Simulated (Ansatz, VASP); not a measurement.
**Bi2Te3: VASP beside Ansatz**

Wanted: the spread between two codes on one cell, functional and k mesh. Of the first pair: The structure shown is the start of the Ansatz relaxation below; VASP solves that cell, so the two are compared at the walk's first step.

Calculated with Ansatz 0.2.0; plane waves, with VASP 6.6.1 beside it; single point at PBEsol with D3(BJ).

## (1) The starting structure

Symmetry: R-3m, No. 166, trigonal system. Conventional cell: a = 4.386 Å, b = 4.386 Å, c = 30.497 Å, α = 90.00°, β = 90.00°, γ = 120.00°. Nearest to Bi lie 6 Te at 3.07 to 3.25 Å. Nearest to Te lie 6 Bi at 3.25 Å. Te has 3 Bi at 3.07 Å nearest. Farther neighbours and most contacts between anions are not listed.

## (2) Ansatz: relaxation, PBEsol with D3(BJ)

Ansatz runs on its PAW soft_1 files.

The two programs are compared at the cell with which this relaxation starts, whose forces are those of its first step.

Input file input.yaml:

```yaml
crystal:
  lattice:
    - [0.0, -2.5322582807, 10.1656666667]
    - [10.965, 3.798387421, 0.0]
    - [-2.193, 11.395162263, 0.0]
  atoms:
    - { symbol: Bi, position: [0.2, 0.05, 0.25] }
    - { symbol: Bi, position: [0.2, 0.925, 0.625] }
    - { symbol: Bi, position: [0.2, 0.8, 0.0] }
    - { symbol: Bi, position: [0.2, 0.675, 0.375] }
    - { symbol: Bi, position: [0.2, 0.55, 0.75] }
    - { symbol: Bi, position: [0.2, 0.425, 0.125] }
    - { symbol: Bi, position: [0.2, 0.3, 0.5] }
    - { symbol: Bi, position: [0.2, 0.175, 0.875] }
    - { symbol: Bi, position: [0.8, 0.075, 0.375] }
    - { symbol: Bi, position: [0.8, 0.95, 0.75] }
    - { symbol: Bi, position: [0.8, 0.825, 0.125] }
    - { symbol: Bi, position: [0.8, 0.7, 0.5] }
    - { symbol: Bi, position: [0.8, 0.575, 0.875] }
    - { symbol: Bi, position: [0.8, 0.45, 0.25] }
    - { symbol: Bi, position: [0.8, 0.325, 0.625] }
    - { symbol: Bi, position: [0.8, 0.2, 0.0] }
    - { symbol: Te, position: [0.0, 0.0, 0.0] }
    - { symbol: Te, position: [0.0, 0.875, 0.375] }
    - { symbol: Te, position: [0.0, 0.75, 0.75] }
    - { symbol: Te, position: [0.0, 0.625, 0.125] }
    - { symbol: Te, position: [0.0, 0.5, 0.5] }
    - { symbol: Te, position: [0.0, 0.375, 0.875] }
    - { symbol: Te, position: [0.0, 0.25, 0.25] }
    - { symbol: Te, position: [0.0, 0.125, 0.625] }
    - { symbol: Te, position: [0.6285, 0.0261875, 0.1309375] }
    - { symbol: Te, position: [0.6285, 0.9011875, 0.5059375] }
    - { symbol: Te, position: [0.6285, 0.7761875, 0.8809375] }
    - { symbol: Te, position: [0.6285, 0.6511875, 0.2559375] }
    - { symbol: Te, position: [0.6285, 0.5261875, 0.6309375] }
    - { symbol: Te, position: [0.6285, 0.4011875, 0.0059375] }
    - { symbol: Te, position: [0.6285, 0.2761875, 0.3809375] }
    - { symbol: Te, position: [0.6285, 0.1511875, 0.7559375] }
    - { symbol: Te, position: [0.3715, 0.0988125, 0.4940625] }
    - { symbol: Te, position: [0.3715, 0.9738125, 0.8690625] }
    - { symbol: Te, position: [0.3715, 0.8488125, 0.2440625] }
    - { symbol: Te, position: [0.3715, 0.7238125, 0.6190625] }
    - { symbol: Te, position: [0.3715, 0.5988125, 0.9940625] }
    - { symbol: Te, position: [0.3715, 0.4738125, 0.3690625] }
    - { symbol: Te, position: [0.3715, 0.3488125, 0.7440625] }
    - { symbol: Te, position: [0.3715, 0.2238125, 0.1190625] }
kpoints:
  mp_grid: { grid: [2, 2, 2] }
hamiltonian:
  xc: pbesol
  dispersion: d3bj
  pseudopotentials: { kind: paw, azcp: { folder: soft_1 }, xc_functional: pbe }
scf:
  occupations: { method: fermi_dirac, width: 0.02 }
relax:
  f_tol: 0.02
  max_steps: 100
  cell: {}
output:
  write_density: true
  write_potential: true
  elf: true
  volumetric_format: npy
```

Launch:

```
> ansatz run input.yaml --threads 2 --pin off --max-ram 92160MiB --backend cuda --events-out ev --progress --plain --runs-dir out --devices 1 --max-vram 13GiB
```

Numbers of over 12 decimals in the logs are rounded to 6 here.

What it wrote:

```text
GPUs: using 1 of 1 available (devices: 1).
Engine: ansatz 0.2.0, x86_64-unknown-linux-gnu
Pseudopotentials: kind: paw
Pseudopotential: Bi, paw, valence charge 15, recommended cutoff 420 eV (normal), soft_1/Bi.paw.azcp
Pseudopotential: Te, paw, valence charge 16, recommended cutoff 420 eV (normal), soft_1/Te.paw.azcp
Functional definition: PBEsol
  exchange = pbesol_x
  correlation = pbesol_c
device memory: the entry about to start is reckoned to put 8.5 GiB on a device that reports 58.5 GiB free (of which the cap on the GPU budget leaves the run 13.0 GiB)
GPU FFT provider: cuFFT
GPU libraries: cuBLAS 13.8.2, cuFFT 12.4.0, cuSOLVER 12.3.4
Crystal: 40 atoms, lattice volume = 1354.858 Å³
Basis set: ecut = 420 eV, 26507 PW (Γ), exchange–correlation on 144×160×160 points (8 copies of the dense FFT grid, shifted against one another)
Bands: 375, of which v1, the nominal top of the filled ones, is band 312 counted from 1 (311 counted from 0)
Symmetry: 16 space group operations
Space group: R-3m (ITA 166), of the structure as read, at distance tolerance 1.1e-4 Å
k-points: 8
Non-local potential: Bi, projectors of the file, l = 0: 2, l = 1: 2, l = 2: 2, l = 3: 1
Non-local potential: Te, projectors of the file, l = 0: 2, l = 1: 2, l = 2: 2, l = 3: 1
PAW form: soft (Blöchl's): semilocal exchange-correlation on the pseudo side does not see the compensation charge
PAW frozen core: Bi, regenerated for the run's functional, and the local potential with it (the file was generated under x = pbe(κ = 0.804, μ = 0.219515), c = pbe(β = 0.066725))
PAW frozen core: Te, regenerated for the run's functional, and the local potential with it (the file was generated under x = pbe(κ = 0.804, μ = 0.219515), c = pbe(β = 0.066725))
PAW one-centre angular grid: Bi, 590 points (default); XC on 64 Gauss nodes
PAW one-centre angular grid: Te, 590 points (default); XC on 64 Gauss nodes
Initial density: superposition of atomic densities (chi_scale 0.1, normalization cell, long waves kept (reshape's long-wave potential 0.06 eV rms))
Initial wavefunctions: pseudopotential atomic-orbital guess
GPU buffer pool allocated for 460800 grid points (all kernels)
GPU transforms: local potential and band sums: pruned to the plane-wave sphere, on 72×80×80
Functional: x = pbesol(κ = 0.804, μ = 0.123457), c = pbesol(β = 0.046)
SCF iter   1: F=—  HF=-361577.246304 eV  |F-HF|=—  |Δ(HF+E_count)|=         —  Δρ=1.48e-2  dr2=4.73e0  ethr=3.10e-3  ⟨swp⟩=6.0  Hψ=11230  notcnv=0  defer=190
preconditioner: auto → Resta (q_TF=auto, 2.398 Å⁻¹)  ε∞=4.2  [insulator: Δε(μ)=0.286 eV  Ē_g=8.409 eV  σ=0.020 eV  W_gap=1.00  n_scr=312 (ndim 8)  ℏωp=15.1 eV  f_vac=0.006  D(μ)=0.02/eV (n_scr^D=0)  ε∞_Penn≈4.2]
SCF iter   2: F=—  HF=-361576.614420 eV  |F-HF|=—  |Δ(HF+E_count)|=   6.32e-1  Δρ=9.20e-3  dr2=1.87e0  ethr=7.58e-4  ⟨swp⟩=2.0  Hψ=3520  notcnv=0  defer=435
SCF iter   3: F=—  HF=-361576.220594 eV  |F-HF|=—  |Δ(HF+E_count)|=   3.94e-1  Δρ=8.07e-4  dr2=6.38e-3  ethr=2.99e-4  ⟨swp⟩=3.0  Hψ=3539  notcnv=0  defer=435
SCF iter   4: F=—  HF=-361576.223616 eV  |F-HF|=—  |Δ(HF+E_count)|=   3.02e-3  Δρ=2.88e-4  dr2=1.32e-3  ethr=1.02e-6  ⟨swp⟩=2.0  Hψ=4101  notcnv=0  defer=435
SCF iter   5: F=—  HF=-361576.223999 eV  |F-HF|=—  |Δ(HF+E_count)|=   3.83e-4  Δρ=6.32e-5  dr2=1.43e-4  ethr=2.11e-7  ⟨swp⟩=2.0  Hψ=3214  notcnv=0  defer=435
SCF iter   6: F=—  HF=-361576.222629 eV  |F-HF|=—  |Δ(HF+E_count)|=   1.37e-3  Δρ=2.11e-5  dr2=1.10e-5  ethr=2.28e-8  ⟨swp⟩=2.0  Hψ=3455  notcnv=0  defer=435
SCF iter   7: F=—  HF=-361576.224312 eV  |F-HF|=—  |Δ(HF+E_count)|=   1.68e-3  Δρ=6.77e-6  dr2=8.52e-7  ethr=1.76e-9  ⟨swp⟩=2.8  Hψ=5264  notcnv=0  defer=435
SCF iter   8: F=-361576.224312 eV  HF=-361576.224312 eV  |F-HF|=1.39e-8  |Δ(HF+E_count)|=   8.12e-7  Δρ=1.67e-6  dr2=5.99e-8  ethr=1.60e-11  ⟨swp⟩=9.9  Hψ=23499  notcnv=0
SCF 1 converged in 8 iterations: F = -361576.224312 eV  dr2 = 5.99e-8
  Residual-converged pass: ⟨swp⟩=1.0  Hψ=3032  notcnv=0  max |occ|·‖R‖ = 7.0e-9 eV (tolerance 1.0e-8 eV)  dr2=5.99e-8  dr2_onsite=7.75e-9  max |Δocc| = 5.0e-16
  greatest PAW one-centre occupation: 0.998 electrons in one spin orbital (limit 2), on the Te atom at site 39 (counted from 0), in its partial waves of l = 2
relax step   1: F+E_penalty+E_count = -361576.22431249 eV  Δ(F+E_penalty+E_count) = +0.000e0 eV  max|allowed force component| = 1.322e-1 eV/Å  Δτ_max = 0.0000 Å  P = -2.637 GPa  Ω = 1354.858 Å³  (8 SCF iters, dr2 threshold 1.00e-7 eV, accepted)
device memory: the entry about to start is reckoned to put 7.4 GiB (of the 8.5 GiB reckoned in all, the device holds 1.2 GiB already) on a device that reports 56.3 GiB free (of which the cap on the GPU budget leaves the run 11.8 GiB)
GPU FFT provider: cuFFT
GPU libraries: cuBLAS 13.8.2, cuFFT 12.4.0, cuSOLVER 12.3.4
Crystal: 40 atoms, lattice volume = 1223.264 Å³
Basis set: ecut = 420 eV, 23881 PW (Γ), exchange–correlation on 144×160×160 points (8 copies of the dense FFT grid, shifted against one another)
[...]
k-point 7: bands = [... 308 lower, 9.3428, 9.5664, 9.5664, 9.7184, 10.6482, 10.8467, 11.0339, 11.1779, ... 59 higher]
--- Relaxed structure (5 steps of the walk, 4 accepted, 1 SCFs on fresh bases) ---
  F+E_penalty+E_count = -361576.88894217 eV   max|allowed force component| = 9.811e-3 eV/Å   (the final SCF, on the basis selected at the relaxed cell)
  cell:  # Å, volume = 1274.3724 Å³
    - [-0.010654, -2.479058, 9.874659]
    - [10.784015, 3.729774, -0.00870468]
    - [-2.165515, 11.214471, 0.016922]
  atoms:
    - { symbol: Bi, position: [0.202036, 0.050125, 0.250346] }
    - { symbol: Bi, position: [0.202036, 0.925125, 0.625346] }
    - { symbol: Bi, position: [0.202036, 0.800125, 0.000345551] }
    - { symbol: Bi, position: [0.202036, 0.675125, 0.375346] }
    - { symbol: Bi, position: [0.202036, 0.550125, 0.750346] }
    - { symbol: Bi, position: [0.202036, 0.425125, 0.125346] }
    - { symbol: Bi, position: [0.202036, 0.300125, 0.500346] }
    - { symbol: Bi, position: [0.202036, 0.175125, 0.875346] }
    - { symbol: Bi, position: [0.797964, 0.074875, 0.374654] }
    - { symbol: Bi, position: [0.797964, 0.949875, 0.749654] }
    - { symbol: Bi, position: [0.797964, 0.824875, 0.124654] }
    - { symbol: Bi, position: [0.797964, 0.699875, 0.499654] }
    - { symbol: Bi, position: [0.797964, 0.574875, 0.874654] }
    - { symbol: Bi, position: [0.797964, 0.449875, 0.249654] }
    - { symbol: Bi, position: [0.797964, 0.324875, 0.624654] }
    - { symbol: Bi, position: [0.797964, 0.199875, -0.000345551] }
    - { symbol: Te, position: [-1.322501256396646e-19, 0, 0] }
    - { symbol: Te, position: [0, 0.875, 0.375000] }
    - { symbol: Te, position: [-3.2526065174565133e-19, 0.75, 0.75] }
    - { symbol: Te, position: [-1.0842021724855044e-19, 0.625000, 0.125000] }
    - { symbol: Te, position: [-2.168404344971009e-19, 0.500000, 0.5] }
    - { symbol: Te, position: [-2.168404344971009e-19, 0.375, 0.875000] }
    - { symbol: Te, position: [-1.3552527156068805e-19, 0.250000, 0.25] }
    - { symbol: Te, position: [-3.2526065174565133e-19, 0.125000, 0.625] }
    - { symbol: Te, position: [0.622505, 0.025537, 0.130182] }
    - { symbol: Te, position: [0.622505, 0.900537, 0.505182] }
    - { symbol: Te, position: [0.622505, 0.775537, 0.880182] }
    - { symbol: Te, position: [0.622505, 0.650537, 0.255182] }
    - { symbol: Te, position: [0.622505, 0.525537, 0.630182] }
    - { symbol: Te, position: [0.622505, 0.400537, 0.00518197] }
    - { symbol: Te, position: [0.622505, 0.275537, 0.380182] }
    - { symbol: Te, position: [0.622505, 0.150537, 0.755182] }
    - { symbol: Te, position: [0.377495, 0.099463, 0.494818] }
    - { symbol: Te, position: [0.377495, 0.974463, 0.869818] }
    - { symbol: Te, position: [0.377495, 0.849463, 0.244818] }
    - { symbol: Te, position: [0.377495, 0.724463, 0.619818] }
    - { symbol: Te, position: [0.377495, 0.599463, 0.994818] }
    - { symbol: Te, position: [0.377495, 0.474463, 0.369818] }
    - { symbol: Te, position: [0.377495, 0.349463, 0.744818] }
    - { symbol: Te, position: [0.377495, 0.224463, 0.119818] }
```

Reading the cycles: dr2 is the Hartree energy of the density residual (eV), the measure of convergence; HF is the Harris–Foulkes estimate of the energy, which meets the free energy F at convergence.

## (3) VASP: single point, PBEsol with D3(BJ), start cell, pair 1

The same cell, functional, mesh and smearing now go to VASP, with its own data sets.

Lines of VASP's logs that name or quote its potential files are left out, and so is its time.

Input file INCAR:

```
SYSTEM = Bi2Te3
PREC = Accurate
ENCUT = 400
EDIFF = 1E-06
NELM = 120
ISMEAR = -1
SIGMA = 0.02
LREAL = Auto
ALGO = Normal
GGA = PS
IVDW = 12
NBANDS = 224
LORBIT = 11
LWAVE = .FALSE.
LCHARG = .FALSE.
ISIF = 2
LASPH = .TRUE.
GGA_COMPAT = .FALSE.
EFERMI = MIDGAP
KPAR = 4
```

Input file POSCAR:

```
Bi2Te3
1.0
    0.0000000000     -2.5322580000     10.1656670000
   10.9650000000      3.7983870000      0.0000000000
   -2.1930000000     11.3951620000      0.0000000000
Bi Te
16 24
Direct
    0.2000001578      0.0500000107      0.2500000534
    0.2000001578      0.9250000107      0.6250000534
    0.2000001578      0.8000000107      0.0000000534
    0.2000001578      0.6750000107      0.3750000534
    0.2000001578      0.5500000107      0.7500000534
    0.2000001578      0.4250000107      0.1250000534
    0.2000001578      0.3000000107      0.5000000534
    0.2000001578      0.1750000107      0.8750000534
    0.8000001381      0.0750000078      0.3750000390
    0.8000001381      0.9500000078      0.7500000390
    0.8000001381      0.8250000078      0.1250000390
    0.8000001381      0.7000000078      0.5000000390
    0.8000001381      0.5750000078      0.8750000390
    0.8000001381      0.4500000078      0.2500000390
    0.8000001381      0.3250000078      0.6250000390
    0.8000001381      0.2000000078      0.0000000390
    0.0000001479      0.0000000092      0.0000000462
    0.0000001479      0.8750000092      0.3750000462
    0.0000001479      0.7500000092      0.7500000462
    0.0000001479      0.6250000092      0.1250000462
    0.0000001479      0.5000000092      0.5000000462
    0.0000001479      0.3750000092      0.8750000462
    0.0000001479      0.2500000092      0.2500000462
    0.0000001479      0.1250000092      0.6250000462
    0.6285001765      0.0261875083      0.1309375414
    0.6285001765      0.9011875083      0.5059375414
    0.6285001765      0.7761875083      0.8809375414
    0.6285001765      0.6511875083      0.2559375414
    0.6285001765      0.5261875083      0.6309375414
    0.6285001765      0.4011875083      0.0059375414
    0.6285001765      0.2761875083      0.3809375414
    0.6285001765      0.1511875083      0.7559375414
    0.3715001193      0.0988125102      0.4940625511
    0.3715001193      0.9738125102      0.8690625511
    0.3715001193      0.8488125102      0.2440625511
    0.3715001193      0.7238125102      0.6190625511
    0.3715001193      0.5988125102      0.9940625511
    0.3715001193      0.4738125102      0.3690625511
    0.3715001193      0.3488125102      0.7440625511
    0.3715001193      0.2238125102      0.1190625511
```

Input file KPOINTS:

```
Automatic mesh
0
Gamma
2 2 2
0 0 0
```

The projector-augmented-wave data sets are Bi_d and Te (PBE family, release 64).

Launch:

```
> mpirun -np 4 vasp_std
```

What it wrote:

```text
[banner, memory and clock lines left out]
running    4 mpi-ranks, on    1 nodes
[...]
|                                                                             |
|               ----> ADVICE to this user running VASP <----                  |
|                                                                             |
|     You enforced a specific xc type in the INCAR file but a different       |
|     [... a line on the potential file left out ...]
|     I HOPE YOU KNOW WHAT YOU ARE DOING!                                     |
|                                                                             |

 LDA part: xc-table for (Slater+PW92), standard interpolation
 POSCAR, INCAR and KPOINTS ok, starting setup
[...]
entering main loop
       N       E                     dE             d eps       ncg     rms          rms(c)
DAV:   1     0.368358553773E+04    0.36836E+04   -0.14835E+05  3816   0.139E+03
DAV:   2     0.326847540570E+03   -0.33567E+04   -0.32670E+04  3952   0.393E+02
DAV:   3    -0.134283188977E+03   -0.46113E+03   -0.44593E+03  4312   0.172E+02
DAV:   4    -0.162634704099E+03   -0.28352E+02   -0.27904E+02  4000   0.426E+01
[...]
DAV:  12    -0.162248148617E+03    0.45991E-04   -0.16818E-04  4912   0.313E-02    0.842E-02
DAV:  13    -0.162248143917E+03    0.46998E-05   -0.10404E-04  3408   0.144E-02    0.193E-02
DAV:  14    -0.162248142960E+03    0.95660E-06   -0.86895E-06  3576   0.563E-03
   1 F= -.17976167E+03 E0= -.17976154E+03  d E =-.257817E-03
```

OUTCAR, selected parts (step 3):

```text
 Edisp (eV)  -17.51353

  Total     -21.93088   -21.16120   -24.05661     0.02429     0.72159    -0.28931
  in kB     -25.93420   -25.02402   -28.44797     0.02873     0.85332    -0.34212
  external pressure =      -26.47 kB  Pullay stress =        0.00 kB

 POSITION                                       TOTAL-FORCE (eV/Angst)
 -----------------------------------------------------------------------------------
      0.00000      2.53226      2.03314        -0.007993      0.003679      0.037250
      8.77200     10.12903      2.03314        -0.007993      0.003679      0.037250
      8.77200      2.53226      2.03314        -0.007993      0.003679      0.037250
      6.57900      6.33065      2.03314        -0.007993      0.003679      0.037250
      4.38600     10.12903      2.03314        -0.007993      0.003679      0.037250
      4.38600      2.53226      2.03314        -0.007993      0.003679      0.037250
      2.19300      6.33065      2.03314        -0.007993      0.003679      0.037250
      0.00000     10.12903      2.03314        -0.007993      0.003679      0.037250
     -0.00000      2.53226      8.13254         0.007993     -0.003679     -0.037250
      8.77200     10.12903      8.13254         0.007993     -0.003679     -0.037250
      8.77200      2.53226      8.13254         0.007993     -0.003679     -0.037250
      6.57900      6.33065      8.13254         0.007993     -0.003679     -0.037250
      4.38600     10.12903      8.13254         0.007993     -0.003679     -0.037250
      4.38600      2.53226      8.13254         0.007993     -0.003679     -0.037250
[...]
-----------------------------------------------------------------------------------
    total drift:                               -0.000002     -0.004376     -0.035794

  FREE ENERGIE OF THE ION-ELECTRON SYSTEM (eV)
  ---------------------------------------------------
  free  energy   TOTEN  =      -179.7616727168 eV

  energy  without entropy=     -179.7614148995  energy(sigma->0) =     -179.76154381

[... 3 further parts left out ...]
[key lines of the parts left out:]
E-fermi :   6.1808
```

The run ends at a pressure of -2.65 GPa, with forces up to 0.12 eV/Å.

## (4) Differences

Known differences besides the potentials themselves: the data sets hold 624 valence electrons in Ansatz (on its PAW soft_1 files) and 384 in VASP; the cutoff is 420 eV in Ansatz and 400 eV in VASP (PREC = Accurate, projectors in real space); Ansatz makes its cores anew for this functional, VASP keeps those of its PBE data sets. Total energies have different zeros and are not compared.

Forces on 7 of the 40 atoms, those with the largest forces and the largest differences (eV/Å; atoms numbered as in POSCAR):

```csv
atom,"Ansatz x, y, z","VASP x, y, z"
Te25,"-0.009, 0.002, 0.132","-0.008, 0.006, 0.115"
Te26,"-0.009, 0.002, 0.132","-0.008, 0.006, 0.115"
Te27,"-0.009, 0.002, 0.132","-0.008, 0.006, 0.115"
Te28,"-0.009, 0.002, 0.132","-0.008, 0.006, 0.115"
Te29,"-0.009, 0.002, 0.132","-0.008, 0.006, 0.115"
Te30,"-0.009, 0.002, 0.132","-0.008, 0.006, 0.115"
Te31,"-0.009, 0.002, 0.132","-0.008, 0.006, 0.115"
```

The forces differ by 7.8 meV/Å r.m.s., which is 17.7 % of the r.m.s. force of 0.044 eV/Å (both taken over all components).

## (5) Ansatz: relaxation, PBEsol with D3(BJ)

This run makes the geometry at which the two programs are then compared. The cell compared in this pair holds 1274.37 Å³, against 1354.86 Å³ for the pair before.

The structure compared here is the end of the Ansatz relaxation.

input.yaml is that of step 2.

Launch:

```
> ansatz run input.yaml --threads 2 --pin off --max-ram 92160MiB --backend cuda --events-out ev --progress --plain --runs-dir out --devices 1 --max-vram 13GiB
```

What it wrote:

```text
GPUs: using 1 of 1 available (devices: 1).
[...]
GPU FFT provider: cuFFT
GPU libraries: cuBLAS 13.8.2, cuFFT 12.4.0, cuSOLVER 12.3.4
Crystal: 40 atoms, lattice volume = 1354.858 Å³
Basis set: ecut = 420 eV, 26507 PW (Γ), exchange–correlation on 144×160×160 points (8 copies of the dense FFT grid, shifted against one another)
Bands: 375, of which v1, the nominal top of the filled ones, is band 312 counted from 1 (311 counted from 0)
Symmetry: 16 space group operations
[...]
k-points: 8
[...]
- { symbol: Te, position: [-1.0842021724855044e-19, 0.625000, 0.125000] }
    - { symbol: Te, position: [-2.168404344971009e-19, 0.500000, 0.5] }
    - { symbol: Te, position: [-2.168404344971009e-19, 0.375, 0.875000] }
    - { symbol: Te, position: [-1.3552527156068805e-19, 0.250000, 0.25] }
    - { symbol: Te, position: [-3.2526065174565133e-19, 0.125000, 0.625] }
[...]
- { symbol: Te, position: [0.377495, 0.599463, 0.994818] }
    - { symbol: Te, position: [0.377495, 0.474463, 0.369818] }
    - { symbol: Te, position: [0.377495, 0.349463, 0.744818] }
    - { symbol: Te, position: [0.377495, 0.224463, 0.119818] }
```

(Continued in part 2 of 2.)

[Lines on the potential files, build, host, timing and source positions are cut from VASP's logs without a mark.]

[Logs are printed without paths, hosts, clocks, repeated set-up lines and the standing remarks that a program may print on its own settings, such as how far it seeks lower states.]

[Hosts, paths, dates, database ids (printed as entryN), source tags and the programs' standing remarks are cut or masked in the printed files.]
